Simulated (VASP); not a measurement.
Level of theory: r2SCAN meta-GGA, VASP's PBE PAW potentials (set 64) (plane waves; VASP 6.6.1).

VASP ran on this input.

KPOINTS:
```
Regular mesh
0
Gamma
 8 8 1
0 0 0
```

INCAR:
```
SYSTEM = Ca(111) slab
PREC = Normal
ENCUT = 400
EDIFF = 1E-5
NELM = 100
ALGO = Normal
LREAL = .FALSE.
LASPH = .TRUE.
ISMEAR = 1
SIGMA = 0.1
METAGGA = R2SCAN
LMIXTAU = .TRUE.
LWAVE = .TRUE.
LCHARG = .FALSE.
NELMIN = 4
LDIPOL = .TRUE.
IDIPOL = 3
DIPOL = 0.5 0.5 0.5
IBRION = 2
ISIF = 2
NSW = 50
EDIFFG = -0.03
```

POSCAR:
```
Ca(111) slab
1.0
  3.9404282434   0.0000000000   0.0000000000
 -1.9702141217   3.4125106304   0.0000000000
  0.0000000000   0.0000000000  24.6321645669
Ca
3
Cart
 -0.0000019702   2.2750082244   9.0987274764
  0.0000000000   0.0000000000  12.3160822834
  1.9702160919   1.1375024060  15.5334370905
```

POTCAR, in this order: Ca_sv (PBE.64 set). Program: vasp_std.

### Question
What will the output report for the number of irreducible k-points (NKPTS), largest plane-wave count, number of space-group operations, FFT grid (NGX, NGY, NGZ)?

### Answer

```
Property                                        Value
--------------------------------------  -------------
number of irreducible k-points (NKPTS)             10
largest plane-wave count                         6061
number of space-group operations                   12
FFT grid (NGX, NGY, NGZ)                20 × 20 × 126
```

The cell is a thin slab with vacuum, built from Ca (fcc): (111) face.
